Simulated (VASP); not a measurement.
Runs of VASP 6.6.1 on B. All rows change the cell; the cell of one of them follows. The structure is orthorhombic, space group Cmmm (No. 65). Conventional cell: a = 1.702 Å, b = 2.978 Å, c = 3.635 Å, α = 90.00°, β = 90.00°, γ = 90.00°. B (site symmetry mmm) has 6 B at 1.70 to 1.72 Å as nearest neighbours. This isn't the form of B at room conditions, which is rhombohedral.

```csv
cell,further INCAR settings,gap on the mesh (eV),pressure (GPa)
"strain +0.0100 x Voigt [0, 1, 0, 0, 0, 0], atoms carried along",ALGO = Fast; EDIFF = 1e-06; NBANDS = 8,none,-5.6
"strain +0.0200 x Voigt [0, 1, 0, 0, 0, 0], atoms carried along",ALGO = Fast; EDIFF = 1e-06; NBANDS = 8,none,-8.0
"strain -0.0400 x Voigt [0, 1, 0, 0, 0, 0], atoms carried along",ALGO = Fast; EDIFF = 1e-06; NBANDS = 8,none,(a)
"strain +0.0400 x Voigt [0, 1, 0, 0, 0, 0], atoms carried along",ALGO = Fast; EDIFF = 1e-07; NBANDS = 8,none,-12.0
```

Alike in all rows: task single point; level LDA; potentials or basis VASP PAW LDA potentials, release 64 (B); no spin polarisation; k mesh 33 × 33 × 14; cutoff (eV) 520; smearing gaussian 0.15 eV.

Fill in the values left out.

(a) 9.7.

A gap of «none» marks a metal or a gap under the smearing width.
